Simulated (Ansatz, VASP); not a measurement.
# CdBr: VASP beside Ansatz

Wanted: the spread between two codes on one cell, functional and k mesh. The cell is invented: other elements were put on sites of a known structure type. It may not be a known or stable phase. The cell is taken from a series of VASP runs on this material, whose earlier steps may have relaxed, scaled or displaced it; both programs get it as it stands.

Calculated with Ansatz 0.2.0; plane waves, with VASP 6.6.1 beside it; single point at PBE.

## 1. The starting structure

Symmetry: Pm-3m, No. 221, cubic system. The conventional cell has a = 3.752 Å, b = 3.752 Å, c = 3.752 Å, α = 90.00°, β = 90.00°, γ = 90.00°. Nearest to Cd lie 8 Br at 3.25 Å. Nearest to Br lie 8 Cd at 3.25 Å. Farther neighbours and most contacts between anions are not listed.

Coordinates:

```cif
data_structure
_symmetry_space_group_name_H-M 'P 1'
_symmetry_Int_Tables_number 1
_cell_length_a 3.7516
_cell_length_b 3.7516
_cell_length_c 3.7516
_cell_angle_alpha 90.000
_cell_angle_beta 90.000
_cell_angle_gamma 90.000
_cell_volume 52.80
loop_
_atom_site_label
_atom_site_type_symbol
_atom_site_fract_x
_atom_site_fract_y
_atom_site_fract_z
_atom_site_occupancy
Cd1 Cd 0.00000 0.00000 0.00000 1
Br2 Br 0.50000 0.50000 0.50000 1
```

## 2. Ansatz: single point, PBE

Ansatz runs on its default PAW (the set named soft_2) files.

With cell and atoms fixed, the geometry can't cause a difference; cores, projectors, grids and the points listed under the comparison can.

input.yaml

```yaml
crystal:
  lattice:
    - [3.75156967, 0.0, 0.0]
    - [0.0, 3.75156967, 0.0]
    - [0.0, 0.0, 3.75156967]
  atoms:
    - { symbol: Cd, position: [0.0, 0.0, 0.0] }
    - { symbol: Br, position: [0.5, 0.5, 0.5] }
hamiltonian:
  xc: pbe
  pseudopotentials: { kind: paw }
kpoints:
  mp_grid: { grid: [6, 6, 6] }
scf:
  occupations: { method: fermi_dirac, width: 0.05 }
  n_extra_bands: 4
output:
  forces: true
  stress: true
  eigenvalues: true
```

Run with:

```sh
$ ansatz run input.yaml --threads 2 --pin off --max-ram 4608MiB --backend cpu --events-out ev --progress --plain --runs-dir out
```

Numbers of over 12 decimals in the logs are rounded to 6 here.

What it wrote:

```text
scf.n_extra_bands = 4 over 14 filled bands (N_el = 27.0): the run solves 18 bands
Engine: ansatz 0.2.0, aarch64-unknown-linux-gnu
Pseudopotentials: kind: paw
Pseudopotential: Cd, paw, valence charge 20, recommended cutoff 420 eV (normal), Cd.paw.azcp
Pseudopotential: Br, paw, valence charge 7, recommended cutoff 420 eV (normal), Br.paw.azcp
Functional definition: PBE
  parameter kappa = 0.804
  parameter beta = 0.066725
  exchange = pbe_x(kappa = kappa, mu = beta*pi^2/3)
  correlation = pbe_c(beta = beta)
Crystal: 2 atoms, lattice volume = 52.801 Å³
Basis set: ecut = 420 eV, 1021 PW (Γ), exchange–correlation on 54×54×54 points (8 copies of the dense FFT grid, shifted against one another)
Bands: 18, of which v1, the nominal top of the filled ones, is band 14 counted from 1 (13 counted from 0)
Symmetry: 48 space group operations
Space group: Pm-3m (ITA 221), of the structure as read, at distance tolerance 3.8e-5 Å
k-points: 20 of 216
Non-local potential: Cd, projectors of the file, l = 0: 3, l = 1: 2, l = 2: 2, l = 3: 1
Non-local potential: Br, projectors of the file, l = 0: 2, l = 1: 2, l = 2: 2
PAW form: soft (Blöchl's): semilocal exchange-correlation on the pseudo side does not see the compensation charge
PAW one-centre angular grid: Cd, 590 points (default); XC on 64 Gauss nodes
PAW one-centre angular grid: Br, 110 points (default); XC on 64 Gauss nodes
Initial density: superposition of atomic densities (neutral atoms: chi_scale 0, normalization atom), corrected by the library's trained network
Initial wavefunctions: pseudopotential atomic-orbital guess
Functional: x = pbe(κ = 0.804, μ = 0.219515), c = pbe(β = 0.066725)
SCF iter   1: F=—  HF=-11038.051278 eV  |F-HF|=—  |Δ(HF+E_count)|=         —  Δρ=3.24e-3  dr2=1.31e-2  ethr=1.77e-3  ⟨swp⟩=5.5  Hψ=1687  notcnv=0
preconditioner: auto → Kerker (q_TF=auto, 2.440 Å⁻¹)  [metal: Δε(μ)=0.028 eV  Ē_g=12.471 eV  σ=0.050 eV  W_gap=0.14  n_scr=18 (ndim 8)  ℏωp=22.3 eV  f_vac=0.000  D(μ)=2.43/eV (n_scr^D=18)]
SCF iter   2: F=—  HF=-11038.049120 eV  |F-HF|=—  |Δ(HF+E_count)|=   2.16e-3  Δρ=1.80e-3  dr2=4.31e-3  ethr=4.87e-5  ⟨swp⟩=1.9  Hψ=608  notcnv=0
SCF iter   3: F=—  HF=-11038.047910 eV  |F-HF|=—  |Δ(HF+E_count)|=   1.21e-3  Δρ=4.57e-4  dr2=1.47e-4  ethr=1.60e-5  ⟨swp⟩=2.1  Hψ=463  notcnv=0
SCF iter   4: F=—  HF=-11038.047886 eV  |F-HF|=—  |Δ(HF+E_count)|=   2.36e-5  Δρ=1.45e-4  dr2=8.75e-6  ethr=5.45e-7  ⟨swp⟩=2.0  Hψ=542  notcnv=0
SCF iter   5: F=—  HF=-11038.047929 eV  |F-HF|=—  |Δ(HF+E_count)|=   4.26e-5  Δρ=5.11e-5  dr2=1.07e-6  ethr=3.24e-8  ⟨swp⟩=2.2  Hψ=609  notcnv=0
SCF iter   6: F=-11038.047929 eV  HF=-11038.047929 eV  |F-HF|=8.08e-8  |Δ(HF+E_count)|=   3.85e-7  Δρ=1.16e-5  dr2=6.59e-8  ethr=3.70e-10  ⟨swp⟩=4.8  Hψ=1919  notcnv=0
SCF 1 converged in 6 iterations: F = -11038.047929 eV  dr2 = 6.59e-8
  greatest PAW one-centre occupation: 1.000 electrons in one spin orbital (limit 2), on the Cd atom at site 0 (counted from 0), in its partial waves of l = 0
SCF converged after 6 iterations
Free energy (F): -11038.047929 eV
Harris-Foulkes:  -11038.047929 eV  (|F-HF|=8.08e-8)
Internal energy: -11038.029582 eV  (E = F + TS)
E sigma→0 (E₀):  -11038.038756 eV
Entropy (-TS):   -0.018347 eV (-9.174 meV/atom)
Fermi energy:    8.360502 eV
--- Per-component energies (eV) ---
  E_band       = -496.269530
  E_kinetic    = 637.573650
  E_local      = -3905.076705  (includes V_loc(G=0)·N_el)
  E_nonlocal   = 103.661013
  E_hartree    = 1772.250914
  E_xc         = -439.623102
  E_vxc        = -323.105824  (∫ρ·V_xc dr)
  E_paw        = -6330.991767  (= ΣΔE_a)
  E_vpaw       = -553.827858  (= ΣTr[D̂ρ^β])
  E_aug_tail   = 0.000012  (compensation charges beyond the density's cutoff)
  E_ewald      = -2875.823597
  E_smearing   = -0.018347  (= −TS)
  E_closure    = -0.000000  (closes the sum)
  Σ components = -11038.047929   (vs F -11038.047929, Δ=0.00e0)
--- Forces (eV/Å), atoms counted from 1 ---
  atom   1  Cd     0.00000000     0.00000000     0.00000000
  atom   2  Br     0.00000000    -0.00000000    -0.00000000
  max |Σ_I F_I| component: 8.87e-31 eV/Å
--- Stress (GPa, compression-positive) ---
        0.312921      -0.000000      -0.000000
        0.000000       0.312921       0.000000
        0.000000       0.000000       0.312921
  P = ⅓ Tr σ = 0.3129 GPa (3.129 kbar)
--- Band table (eV; the first three rows and the last of 20) ---
  k-point 0: bands = [... 10 lower, 5.4887, 5.4887, 5.4887, 5.5063, 14.2612, 14.2612, 16.8446, 16.8446]
  k-point 1: bands = [... 10 lower, 3.9878, 5.6326, 5.6326, 6.9505, 13.8929, 14.4316, 16.1358, 16.1358]
  k-point 2: bands = [... 10 lower, 2.8441, 5.9392, 5.9392, 8.3381, 11.9709, 14.8762, 14.9557, 14.9557]
  k-point 19: bands = [... 10 lower, 4.7944, 4.7944, 4.7944, 9.3274, 10.0412, 10.0412, 10.0412, 21.6079]
```

Run time: 1.3 s. Hardware: 2 threads of Arm Neoverse N1, shared host; peak memory 0.29 GiB; 2.2 s of CPU time.

The run ends at a pressure of 0.31 GPa.

## 3. VASP: single point, PBE

The same cell, functional, mesh and smearing now go to VASP, with its own data sets and cutoff.

Lines of VASP's logs that name or quote its potential files are left out, and so is its time.

INCAR

```
SYSTEM = CdBr
PREC = Accurate
ENCUT = 400
EDIFF = 1E-06
NELM = 100
ISMEAR = -1
SIGMA = 0.05
LREAL = .FALSE.
ALGO = Normal
GGA = PE
LORBIT = 11
LWAVE = .FALSE.
LCHARG = .FALSE.
ISIF = 2
```

POSCAR

```
CdBr
1.0
    3.7515696700      0.0000000000      0.0000000000
    0.0000000000      3.7515696700      0.0000000000
    0.0000000000      0.0000000000      3.7515696700
Cd Br
1 1
Direct
    0.0000000000      0.0000000000      0.0000000000
    0.5000000000      0.5000000000      0.5000000000
```

KPOINTS

```
Automatic mesh
0
Gamma
6 6 6
0 0 0
```

PAW data sets: Cd and Br (PBE family, release 64).

Run with:

```sh
$ mpirun -np 1 vasp_std
```

What it wrote:

```text
[banner, memory and clock lines left out]
running    1 mpi-ranks, on    1 nodes
 distrk:  each k-point on    1 cores,    1 groups
 distr:  one band on    1 cores,    1 groups

 POSCAR found type information on POSCAR CdBr
 POSCAR found :  2 types and       2 ions
 LDA part: xc-table for (Slater+PW92), standard interpolation
 POSCAR, INCAR and KPOINTS ok, starting setup
 FFT: planning ... GRIDC
 FFT: planning ... GRID_SOFT
 FFT: planning ... GRID
 WAVECAR not read
 entering main loop
       N       E                     dE             d eps       ncg     rms          rms(c)
DAV:   1     0.106301746509E+03    0.10630E+03   -0.81837E+03   528   0.105E+03
DAV:   2     0.145148513663E+01   -0.10485E+03   -0.10135E+03   615   0.285E+02
DAV:   3    -0.301775337777E+01   -0.44692E+01   -0.44446E+01   560   0.606E+01
DAV:   4    -0.303697903717E+01   -0.19226E-01   -0.19203E-01   605   0.402E+00
DAV:   5    -0.303706736480E+01   -0.88328E-04   -0.88324E-04   565   0.259E-01    0.532E+00
DAV:   6    -0.282076955904E+01    0.21630E+00   -0.33317E-01   664   0.648E+00    0.300E+00
DAV:   7    -0.280356329776E+01    0.17206E-01   -0.64434E-02   540   0.206E+00    0.120E+00
DAV:   8    -0.280214599592E+01    0.14173E-02   -0.75711E-03   550   0.115E+00    0.209E-01
DAV:   9    -0.280211628966E+01    0.29706E-04   -0.76051E-04   580   0.324E-01    0.571E-02
DAV:  10    -0.280213645369E+01   -0.20164E-04   -0.73419E-05   575   0.102E-01    0.370E-02
DAV:  11    -0.280214296078E+01   -0.65071E-05   -0.14642E-05   545   0.488E-02    0.894E-03
DAV:  12    -0.280214315410E+01   -0.19332E-06   -0.45281E-07   373   0.673E-03
   1 F= -.28021432E+01 E0= -.27929918E+01  d E =-.183027E-01
```

OUTCAR, selected parts (step 3):

```text
ion  position               nearest neighbor table
   1  0.000  0.000  0.000-   2 3.25   2 3.25   2 3.25   2 3.25   2 3.25   2 3.25   2 3.25   2 3.25

  LATTYP: Found a simple cubic cell.
 ALAT       =     3.7515696700

 Subroutine GETGRP returns: Found 48 space group operations
 (whereof 48 operations were pure point group operations)

The static configuration has the point symmetry O_h .

 Found     20 irreducible k-points:

   k-points           NKPTS =     20   k-points in BZ     NKDIM =     20   number of bands    NBANDS=     13

   dimension x,y,z NGX =    24 NGY =   24 NGZ =   24
   dimension x,y,z NGXF=    48 NGYF=   48 NGZF=   48

   ENCUT  =  400.0 eV  29.40 Ry    5.42 a.u.   6.12  6.12  6.12*2*pi/ulx,y,z

   NELECT =      19.0000    total number of electrons

 k-points in reciprocal lattice and weights: Automatic mesh
   0.00000000  0.00000000  0.00000000       0.005
   0.16666667  0.00000000  0.00000000       0.028
   0.33333333  0.00000000  0.00000000       0.028
   0.50000000  0.00000000  0.00000000       0.014
   0.16666667  0.16666667  0.00000000       0.056
   0.33333333  0.16666667  0.00000000       0.111
   0.50000000  0.16666667  0.00000000       0.056
   0.33333333  0.33333333  0.00000000       0.056
   0.50000000  0.33333333  0.00000000       0.056
[...]
0.50000000  0.50000000  0.33333333       0.028
   0.50000000  0.50000000  0.50000000       0.005

 average (electrostatic) potential at core
       1 -39.3079       2 -63.9931

 E-fermi :   2.3456

 k-point     1 :       0.0000    0.0000    0.0000
  band No.  band energies     occupation
    ...
      6      -5.8200      2.00000
      7      -0.5209      2.00000
      8      -0.5209      2.00000
      9      -0.5209      2.00000
     10      -0.5115      2.00000
     11       8.2440      0.00000
     12       8.2440      0.00000
     13      10.8396      0.00000

 k-point     2 :       0.1667    0.0000    0.0000
  band No.  band energies     occupation
    ...
      6      -5.8176      2.00000
      7      -2.0256      2.00000
      8      -0.3776      2.00000
      9      -0.3776      2.00000
     10       0.9352      2.00000
     11       7.8777      0.00000
     12       8.4209      0.00000
     13      10.1301      0.00000

 k-point     3 :       0.3333    0.0000    0.0000
  band No.  band energies     occupation
    ...
      6      -5.8118      2.00000
      7      -3.1697      2.00000
      8      -0.0722      2.00000
      9      -0.0722      2.00000
     10       2.3219      1.23243
     11       5.9561      0.00000
     12       8.8854      0.00000
     13       8.9538      0.00000

  Total        0.0010762      0.0010762      0.0010762     -0.0000000      0.0000000     -0.0000000
  in kB        0.0326575      0.0326575      0.0326575     -0.0000000      0.0000000     -0.0000000
  external PRESSURE =       0.0326575 kB  Pullay stress =       0.0000000 kB

  energy-cutoff  :      400.00
  volume of cell :       52.80
      direct lattice vectors                 reciprocal lattice vectors
     3.751569670  0.000000000  0.000000000     0.266555092  0.000000000  0.000000000
     0.000000000  3.751569670  0.000000000     0.000000000  0.266555092  0.000000000
     0.000000000  0.000000000  3.751569670     0.000000000  0.000000000  0.266555092

 POSITION                                       TOTAL-FORCE (eV/Angst)
 -----------------------------------------------------------------------------------
      0.00000      0.00000      0.00000         0.000000      0.000000      0.000000
      1.87578      1.87578      1.87578         0.000000      0.000000      0.000000
 -----------------------------------------------------------------------------------
    total drift:                                0.000000      0.000000     -0.000000

  FREE ENERGIE OF THE ION-ELECTRON SYSTEM (eV)
  ---------------------------------------------------
  free  energy   TOTEN  =        -2.8021431541 eV

  energy  without entropy=       -2.7838404642  energy(sigma->0) =       -2.79299181

 total charge
# of ion       s       p       d       tot
------------------------------------------
    1        0.553   0.097   9.547  10.197
    2        1.629   3.151   0.020   4.800
--------------------------------------------------
tot          2.182   3.248   9.567  14.997

[... 3 further parts left out ...]
```

This run has no spin polarisation. Its electron count is odd, so without a moment it is a metal by construction.

## 4. Comparison

Known differences besides the potentials themselves: the data sets hold 27 valence electrons in Ansatz (default PAW (the set named soft_2) files) and 19 in VASP; the cutoff is 420 eV in Ansatz and 400 eV in VASP; VASP leaves aspherical gradient terms in its spheres out (LASPH is not set), Ansatz keeps them. Total energies have different zeros and are not compared.

The two programs side by side:

| quantity | Ansatz | VASP | difference |
| --- | --- | --- | --- |
| pressure (GPa) | 0.31 | 0.00 | +0.31 |

## 5. Outcome

| Quantity | Value |
| --- | --- |
| difference in pressure (single point, PBE) | 0.31 GPa |

What this shows: The difference in pressure is 0.31 GPa (single point, PBE), within the 1 GPa picked in this series as the mark of a large difference. Such differences can come from data sets, numerical settings and the points named under the comparisons, not from the functional's error against experiment.

[Lines on the potential files, build, host, timing and source positions are cut from VASP's logs without a mark.]

[Logs are printed without paths, hosts, clocks, repeated set-up lines and the standing remarks that a program may print on its own settings, such as how far it seeks lower states.]

[Hosts, paths, dates, database ids (printed as entryN), source tags and the programs' standing remarks are cut or masked in the printed files.]
